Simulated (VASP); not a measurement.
Output of a VASP run:

OSZICAR:
```
...
DAV:   4    -0.688723647920E+02    0.63110E-06   -0.48909E-06  1001   0.149E-02
  11 F= -.68872365E+02 E0= -.68872365E+02  d E =-.352305E-03
       N       E                     dE             d eps       ncg     rms          rms(c)
DAV:   1    -0.688723733916E+02   -0.79685E-05   -0.73697E-04   840   0.186E-01    0.247E-02
DAV:   2    -0.688723684154E+02    0.49761E-05   -0.40272E-05  1008   0.642E-02    0.981E-03
DAV:   3    -0.688723665894E+02    0.18260E-05   -0.26136E-06   833   0.161E-02    0.544E-03
DAV:   4    -0.688723667159E+02   -0.12656E-06   -0.27115E-06   787   0.116E-02
  12 F= -.68872367E+02 E0= -.68872367E+02  d E =-.354229E-03
       N       E                     dE             d eps       ncg     rms          rms(c)
DAV:   1    -0.688725373738E+02   -0.17078E-03   -0.82807E-03   840   0.676E-01    0.965E-02
DAV:   2    -0.688724304660E+02    0.10691E-03   -0.72394E-04   931   0.298E-01    0.509E-02
DAV:   3    -0.688724179484E+02    0.12518E-04   -0.31804E-05   987   0.623E-02    0.263E-02
DAV:   4    -0.688724113890E+02    0.65594E-05   -0.57947E-05   980   0.472E-02    0.104E-02
DAV:   5    -0.688724121194E+02   -0.73043E-06   -0.68912E-06   945   0.233E-02
  13 F= -.68872412E+02 E0= -.68872412E+02  d E =-.454035E-04
       N       E                     dE             d eps       ncg     rms          rms(c)
DAV:   1    -0.688736315692E+02   -0.12202E-02   -0.74443E-02   840   0.203E+00    0.291E-01
DAV:   2    -0.688726719081E+02    0.95966E-03   -0.65206E-03   938   0.895E-01    0.151E-01
DAV:   3    -0.688725648109E+02    0.10710E-03   -0.28978E-04  1001   0.188E-01    0.777E-02
DAV:   4    -0.688724895479E+02    0.75263E-04   -0.52326E-04   987   0.142E-01    0.314E-02
DAV:   5    -0.688725179839E+02   -0.28436E-04   -0.58163E-05   952   0.677E-02    0.256E-02
DAV:   6    -0.688725078035E+02    0.10180E-04   -0.17042E-05   903   0.415E-02    0.193E-02
DAV:   7    -0.688725059133E+02    0.18902E-05   -0.30487E-05   868   0.517E-02    0.830E-03
DAV:   8    -0.688725195822E+02   -0.13669E-04   -0.48448E-06   896   0.221E-02    0.820E-03
DAV:   9    -0.688725187721E+02    0.81007E-06   -0.18855E-07   469   0.421E-03
  14 F= -.68872519E+02 E0= -.68872519E+02  d E =-.152056E-03
       N       E                     dE             d eps       ncg     rms          rms(c)
DAV:   1    -0.688770126695E+02   -0.44931E-02   -0.29621E-01   840   0.404E+00    0.586E-01
DAV:   2    -0.688731888847E+02    0.38238E-02   -0.25801E-02   938   0.178E+00    0.300E-01
DAV:   3    -0.688727848360E+02    0.40405E-03   -0.11578E-03  1001   0.374E-01    0.155E-01
DAV:   4    -0.688724563953E+02    0.32844E-03   -0.21237E-03  1001   0.285E-01    0.630E-02
DAV:   5    -0.688725977417E+02   -0.14135E-03   -0.24650E-04   959   0.140E-01    0.508E-02
DAV:   6    -0.688725367862E+02    0.60956E-04   -0.75568E-05   903   0.876E-02    0.390E-02
DAV:   7    -0.688725690189E+02   -0.32233E-04   -0.11708E-04   868   0.103E-01    0.149E-02
DAV:   8    -0.688726064113E+02   -0.37392E-04   -0.16316E-05   917   0.406E-02    0.164E-02
DAV:   9    -0.688726047141E+02    0.16973E-05   -0.77566E-07   749   0.863E-03    0.838E-03
DAV:  10    -0.688726080534E+02   -0.33393E-05   -0.12348E-06   630   0.118E-02    0.108E-02
DAV:  11    -0.688726066650E+02    0.13884E-05   -0.28567E-07   469   0.637E-03    0.671E-03
DAV:  12    -0.688726068024E+02   -0.13743E-06   -0.30400E-08   434   0.152E-03
  15 F= -.68872607E+02 E0= -.68872607E+02  d E =-.240086E-03
```

**OUTCAR**
```
------------------------ aborting loop because EDIFF is reached ----------------------------------------
  FORCE on cell =-STRESS in cart. coord.  units (eV):
  Direction    XX          YY          ZZ          XY          YZ          ZX
  --------------------------------------------------------------------------------------
  Total        0.0357522      0.0357522     -0.0063617      0.0000000      0.0000000     -0.0000000
  in kB        0.9386813      0.9386814     -0.1670276      0.0000000      0.0000000     -0.0000000
  external PRESSURE =       0.5701117 kB  Pullay stress =       0.0000000 kB
  volume of cell :       61.02
      direct lattice vectors                 reciprocal lattice vectors
     1.773015186 -3.070952455 -0.000000000     0.282005481 -0.162815937 -0.000000000
     1.773015186  3.070952455  0.000000000     0.282005481  0.162815937 -0.000000000
     0.000000000  0.000000000  5.603765466    -0.000000000 -0.000000000  0.178451437
 POSITION                                       TOTAL-FORCE (eV/Angst)
 -----------------------------------------------------------------------------------
      1.77302     -3.07095     -0.00000         0.000000      0.000000      0.000000
      1.77302      1.02365      1.23397        -0.000000      0.000000     -0.000610
      1.77302     -1.02365      4.36979         0.000000     -0.000000      0.000610
 -----------------------------------------------------------------------------------
    total drift:                                0.000000      0.000000     -0.000000
  FREE ENERGIE OF THE ION-ELECTRON SYSTEM (eV)
  ---------------------------------------------------
  free  energy   TOTEN  =       -68.8726068024 eV

  energy  without entropy=      -68.8726068024  energy(sigma->0) =      -68.87260680

 reached required accuracy - stopping structural energy minimisation
```
(Selected blocks of OUTCAR.)

File POSCAR:
```
PtS2
1
    1.7757650718    -3.0757153977     0.0000000000
    1.7757650718     3.0757153977    -0.0000000000
   -0.0000000000    -0.0000000000     5.4693521486
Pt S
1 2
Direct
  0.0000000000   0.0000000000   0.0000000000
  0.3333330000   0.6666670000   0.2249952383
  0.6666670000   0.3333330000   0.7750047617
```

Q: Reconstruct the remaining input files.

A: One answer among several that fit: the input of the run itself, r2SCAN meta-GGA, plane waves, VASP's PBE PAW potentials (set 64).

KPOINTS:
```
Automatic mesh
0
Gamma
7 7 4
0 0 0
```

INCAR:
```
IBRION = 2
NSW = 60   ! most ionic steps
LREAL = F
LMAXMIX = 6   ! l cut-off of mixed one-centre charges
LCHARG = F
ALGO = Normal   ! blocked Davidson
LWAVE = F
SIGMA = 0.05
ENCUT = 400   ! plane-wave cut-off (eV)
METAGGA = R2SCAN
LMIXTAU = T
EDIFFG = -0.02   ! ionic stop
PREC = Accurate
EDIFF = 1E-6
ISMEAR = 0   ! Gaussian
ISIF = 3   ! ions, shape and volume
LASPH = T
SYSTEM = PtS2
NELM = 100   ! most electronic steps
```

POTCAR, in this order: Pt S (PBE.64 set). Program: vasp_std.

Energy and stress use the plane-wave basis of the starting cell.

The compound is PtS2 in the 1T layered structure. This run relaxes it. Symmetry was kept, so distortions that lower it aren't found. The start is the result of an earlier pass.
